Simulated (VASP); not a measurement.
Method: r2SCAN meta-GGA, VASP's PBE PAW potentials (set 64) (plane waves; VASP).

VASP input:

**INCAR**
```
! general
SYSTEM =TiO2
PREC   =Accurate
ENCUT  =520   ! plane-wave cut-off (eV)
LREAL  =.FALSE.   ! projection in real space or not
LASPH  =.TRUE.   ! aspherical one-centre terms

! electronic loop
EDIFF  =1E-6
NELM   =100
ALGO   =Normal   ! blocked Davidson
LMAXMIX=4   ! l cut-off of mixed one-centre charges
LMIXTAU=.TRUE.

! smearing
ISMEAR =0   ! Gaussian
SIGMA  =0.05   ! width (eV)

! functional
METAGGA=R2SCAN

! ions
IBRION =2   ! conjugate gradients
NSW    =60   ! most ionic steps
ISIF   =3   ! ions, shape and volume
EDIFFG =-0.02

! output
LWAVE  =.FALSE.
LCHARG =.FALSE.
```

KPOINTS:
```
Automatic mesh
0
Gamma
2 7 4
0 0 0
```

File POSCAR:
```
TiO2
1
    9.4345437548     0.0000000000     0.0000000000
    0.0000000000     2.9546309123    -0.0000000000
    0.0000000000     0.0000000000     4.8731348198
Ti O
4 8
Direct
  0.6365717352   0.2500000000   0.5716164962
  0.3634282648   0.7500000000   0.4283835038
  0.8634282648   0.7500000000   0.0716164962
  0.1365717352   0.2500000000   0.9283835038
  0.4708684240   0.2500000000   0.2947547407
  0.5291315760   0.7500000000   0.7052452593
  0.0291315760   0.7500000000   0.7947547407
  0.9708684240   0.2500000000   0.2052452593
  0.2677120197   0.2500000000   0.6367049528
  0.7322879803   0.7500000000   0.3632950472
  0.2322879803   0.7500000000   0.1367049528
  0.7677120197   0.2500000000   0.8632950472
```

POTCAR, in this order: Ti_sv O (PBE.64 set). Program: vasp_std.

The run wrote:

OSZICAR:
```
       N       E                     dE             d eps       ncg     rms          rms(c)
DAV:   1     0.153700403204E+04    0.15370E+04   -0.49429E+04  2736   0.202E+03
DAV:   2     0.134692685959E+03   -0.14023E+04   -0.13469E+04  2810   0.634E+02
DAV:   3    -0.175370178515E+03   -0.31006E+03   -0.30035E+03  3572   0.259E+02
DAV:   4    -0.200537068872E+03   -0.25167E+02   -0.25105E+02  4144   0.783E+01
DAV:   5    -0.202189853644E+03   -0.16528E+01   -0.16521E+01  4310   0.159E+01    0.472E+01
DAV:   6    -0.153147683962E+03    0.49042E+02   -0.17087E+02  3693   0.105E+02    0.167E+01
DAV:   7    -0.141748337418E+03    0.11399E+02   -0.15622E+01  3468   0.204E+01    0.805E+00
DAV:   8    -0.145761302822E+03   -0.40130E+01   -0.28452E+00  3112   0.117E+01    0.289E+00
DAV:   9    -0.135948133293E+03    0.98132E+01   -0.30161E+00  3008   0.107E+01    0.202E+00
DAV:  10    -0.138980687674E+03   -0.30326E+01   -0.17147E+00  3104   0.833E+00    0.912E-01
DAV:  11    -0.138582809320E+03    0.39788E+00   -0.22761E-01  3115   0.297E+00    0.526E-01
DAV:  12    -0.138952736358E+03   -0.36993E+00   -0.10354E-01  3106   0.209E+00    0.159E-01
DAV:  13    -0.138998377603E+03   -0.45641E-01   -0.16912E-02  3108   0.895E-01    0.157E-01
DAV:  14    -0.139001620967E+03   -0.32434E-02   -0.49231E-03  3310   0.507E-01    0.914E-02
DAV:  15    -0.139002589910E+03   -0.96894E-03   -0.17359E-03  3312   0.239E-01    0.408E-02
DAV:  16    -0.139001482049E+03    0.11079E-02   -0.58368E-04  3130   0.173E-01    0.409E-02
DAV:  17    -0.139001910336E+03   -0.42829E-03   -0.16168E-04  3680   0.836E-02    0.343E-02
DAV:  18    -0.139003105654E+03   -0.11953E-02   -0.46976E-04  3026   0.143E-01    0.193E-02
DAV:  19    -0.139003128918E+03   -0.23264E-04   -0.31949E-05  3150   0.374E-02    0.991E-03
DAV:  20    -0.139003128977E+03   -0.58326E-07   -0.93342E-06  2910   0.161E-02
   1 F= -.13900313E+03 E0= -.13900313E+03  d E =-.139003E+03
       N       E                     dE             d eps       ncg     rms          rms(c)
DAV:   1    -0.139194189472E+03   -0.19106E+00   -0.10797E+01  3656   0.296E+01    0.470E+00
DAV:   2    -0.138996130887E+03    0.19806E+00   -0.11910E+00  3352   0.763E+00    0.226E+00
DAV:   3    -0.138960610844E+03    0.35520E-01   -0.59231E-01  3271   0.369E+00    0.586E-01
DAV:   4    -0.138967558028E+03   -0.69472E-02   -0.12383E-01  3399   0.186E+00    0.434E-01
DAV:   5    -0.138975184610E+03   -0.76266E-02   -0.58724E-03  3650   0.541E-01    0.238E-01
DAV:   6    -0.138984733207E+03   -0.95486E-02   -0.96650E-03  4221   0.473E-01    0.149E-01
DAV:   7    -0.138986164852E+03   -0.14316E-02   -0.43440E-03  3907   0.366E-01    0.111E-01
DAV:   8    -0.138986312059E+03   -0.14721E-03   -0.12426E-03  3907   0.245E-01    0.343E-02
DAV:   9    -0.138986426366E+03   -0.11431E-03   -0.24468E-04  3906   0.886E-02    0.309E-02
DAV:  10    -0.138986420369E+03    0.59975E-05   -0.30524E-05  3414   0.375E-02    0.171E-02
DAV:  11    -0.138986421481E+03   -0.11123E-05   -0.85299E-06  3173   0.200E-02    0.951E-03
DAV:  12    -0.138986425660E+03   -0.41785E-05   -0.86007E-06  3178   0.193E-02    0.199E-03
DAV:  13    -0.138986425145E+03    0.51527E-06   -0.77502E-07  1680   0.656E-03
   2 F= -.13898643E+03 E0= -.13898643E+03  d E =0.167038E-01
       N       E                     dE             d eps       ncg     rms          rms(c)
DAV:   1    -0.139096572667E+03   -0.11015E+00   -0.42826E+00  3640   0.186E+01    0.298E+00
DAV:   2    -0.139003216073E+03    0.93357E-01   -0.46470E-01  3362   0.472E+00    0.142E+00
DAV:   3    -0.139004820239E+03   -0.16042E-02   -0.22328E-01  3174   0.235E+00    0.348E-01
DAV:   4    -0.139001618418E+03    0.32018E-02   -0.44597E-02  3336   0.112E+00    0.245E-01
DAV:   5    -0.139006882160E+03   -0.52637E-02   -0.25696E-03  3471   0.367E-01    0.142E-01
DAV:   6    -0.139011260874E+03   -0.43787E-02   -0.43360E-03  4214   0.296E-01    0.103E-01
DAV:   7    -0.139012029754E+03   -0.76888E-03   -0.13526E-03  3930   0.202E-01    0.621E-02
DAV:   8    -0.139012024272E+03    0.54824E-05   -0.32573E-04  3944   0.127E-01    0.207E-02
DAV:   9    -0.139012097231E+03   -0.72959E-04   -0.11155E-04  3780   0.664E-02    0.159E-02
DAV:  10    -0.139012104749E+03   -0.75178E-05   -0.20031E-05  3715   0.276E-02    0.779E-03
DAV:  11    -0.139012109123E+03   -0.43737E-05   -0.16883E-06  1810   0.114E-02    0.501E-03
DAV:  12    -0.139012109408E+03   -0.28500E-06   -0.20122E-06  1958   0.866E-03
   3 F= -.13901211E+03 E0= -.13901211E+03  d E =-.898043E-02
       N       E                     dE             d eps       ncg     rms          rms(c)
DAV:   1    -0.139011993619E+03    0.11550E-03   -0.12538E-01  2868   0.301E+00    0.188E-01
DAV:   2    -0.139012457446E+03   -0.46383E-03   -0.12607E-02  3286   0.657E-01    0.122E-01
DAV:   3    -0.139012512521E+03   -0.55076E-04   -0.12717E-03  3523   0.232E-01    0.446E-02
DAV:   4    -0.139012465395E+03    0.47127E-04   -0.24636E-04  3395   0.109E-01    0.239E-02
DAV:   5    -0.139012525826E+03   -0.60431E-04   -0.79295E-05  3511   0.653E-02    0.112E-02
DAV:   6    -0.139012530715E+03   -0.48898E-05   -0.26419E-05  4038   0.239E-02    0.887E-03
DAV:   7    -0.139012528216E+03    0.24993E-05   -0.33321E-06  2462   0.125E-02    0.389E-03
DAV:   8    -0.139012528625E+03   -0.40839E-06   -0.40760E-06  2375   0.157E-02
   4 F= -.13901253E+03 E0= -.13901253E+03  d E =-.419217E-03
```

OUTCAR:
```
------------------------ aborting loop because EDIFF is reached ----------------------------------------
  FORCE on cell =-STRESS in cart. coord.  units (eV):
  Direction    XX          YY          ZZ          XY          YZ          ZX
  --------------------------------------------------------------------------------------
  Total        0.0548517      0.0048113     -0.1339951      0.0000000      0.0000000      0.0000000
  in kB        0.6415312      0.0562723     -1.5671724      0.0000000      0.0000000      0.0000000
  external PRESSURE =      -0.2897897 kB  Pullay stress =       0.0000000 kB
  volume of cell :      136.99
      direct lattice vectors                 reciprocal lattice vectors
     9.463631546  0.000000000  0.000000000     0.105667681  0.000000000  0.000000000
     0.000000000  2.967569428 -0.000000000     0.000000000  0.336976109  0.000000000
     0.000000000  0.000000000  4.877798454     0.000000000  0.000000000  0.205010521
 POSITION                                       TOTAL-FORCE (eV/Angst)
 -----------------------------------------------------------------------------------
      6.02577      0.74189      2.78808         0.013893      0.000000      0.009508
      3.43786      2.22568      2.08972        -0.013893     -0.000000     -0.009508
      8.16968      2.22568      0.34918        -0.013893      0.000000      0.009508
      1.29395      0.74189      4.52862         0.013893     -0.000000     -0.009508
      4.45674      0.74189      1.43692        -0.008571     -0.000000      0.006972
      5.00689      2.22568      3.44087         0.008571     -0.000000     -0.006972
      0.27508      2.22568      3.87582         0.008571      0.000000      0.006972
      9.18856      0.74189      1.00198        -0.008571     -0.000000     -0.006972
      2.53381      0.74189      3.10440        -0.006658     -0.000000     -0.008365
      6.92982      2.22568      1.77340         0.006658      0.000000      0.008365
      2.19800      2.22568      0.66550         0.006658      0.000000     -0.008365
      7.26563      0.74189      4.21230        -0.006658     -0.000000      0.008365
 -----------------------------------------------------------------------------------
    total drift:                               -0.000000     -0.000000      0.000000
  FREE ENERGIE OF THE ION-ELECTRON SYSTEM (eV)
  ---------------------------------------------------
  free  energy   TOTEN  =      -139.0125286246 eV

  energy  without entropy=     -139.0125286246  energy(sigma->0) =     -139.01252862

 reached required accuracy - stopping structural energy minimisation
```
(Selected blocks of OUTCAR.)

### CONTCAR
```
TiO2
   1.00000000000000
     9.4636315459479885    0.0000000000000000    0.0000000000000000
     0.0000000000000000    2.9675694278245071   -0.0000000000000000
     0.0000000000000000    0.0000000000000000    4.8777984540895289
  Ti              O
     4     8
Direct
     0.6367289042783779    0.2500000000000000    0.5715851567424268
     0.3632710957216221    0.7500000000000000    0.4284148432575733
     0.8632710957216221    0.7500000000000000    0.0715851567424267
     0.1367289042783779    0.2500000000000000    0.9284148432575732
     0.4709334621746484    0.2500000000000000    0.2945845774219397
     0.5290665378253516    0.7500000000000000    0.7054154225780603
     0.0290665378253516    0.7500000000000000    0.7945845774219397
     0.9709334621746484    0.2500000000000000    0.2054154225780603
     0.2677420466715525    0.2500000000000000    0.6364347451122998
     0.7322579533284475    0.7500000000000000    0.3635652548877003
     0.2322579533284475    0.7500000000000000    0.1364347451122998
     0.7677420466715525    0.2500000000000000    0.8635652548877002
```

OUTCAR:
```
 val. band max:        3.0067471643   @ k =   0.0000   0.0000   0.0000

 cond. band min:       5.9210612557   @ k =   0.0000   0.2857   0.0000


 Fermi energy:         3.3626098524

 k-point     1 :       0.0000    0.0000    0.0000
  band No.  band energies     occupation
      1     -55.6642      2.00000
      2     -55.6549      2.00000
      3     -55.6369      2.00000
      4     -55.6276      2.00000
      5     -31.0541      2.00000
      6     -30.9842      2.00000
      7     -30.9059      2.00000
      8     -30.8531      2.00000
      9     -30.8361      2.00000
     10     -30.7773      2.00000
     11     -30.7527      2.00000
     12     -30.7311      2.00000
     13     -30.7139      2.00000
     14     -30.6957      2.00000
     15     -30.6712      2.00000
     16     -30.6529      2.00000
     17     -15.7230      2.00000
     18     -15.1018      2.00000
     19     -15.0007      2.00000
     20     -14.7423      2.00000
     21     -14.2596      2.00000
     22     -14.1584      2.00000
     23     -14.0201      2.00000
     24     -13.9287      2.00000
     25      -2.0528      2.00000
     26      -1.6614      2.00000
     27      -1.5325      2.00000
     28      -1.3388      2.00000
     29      -0.7924      2.00000
     30      -0.7196      2.00000
     31      -0.7182      2.00000
     32      -0.6102      2.00000
     33      -0.4706      2.00000
     34      -0.3334      2.00000
     35      -0.2557      2.00000
     36       0.1365      2.00000
     37       0.5477      2.00000
     38       1.2363      2.00000
     39       1.3209      2.00000
     40       1.3464      2.00000
     41       1.4595      2.00000
     42       1.8156      2.00000
     43       1.9613      2.00000
     44       2.2570      2.00000
     45       2.3488      2.00000
     46       2.7361      2.00000
     47       2.8915      2.00000
     48       3.0067      2.00000
     49       6.0186      0.00000
     50       6.1469      0.00000
     51       6.2866      0.00000
...
```

The structure comes from a computed database's TiO2 entry (Pnma); how it stands against other phases isn't given here. This run relaxes it. Symmetry was kept, so distortions that lower it aren't found. The start is the result of an earlier pass.
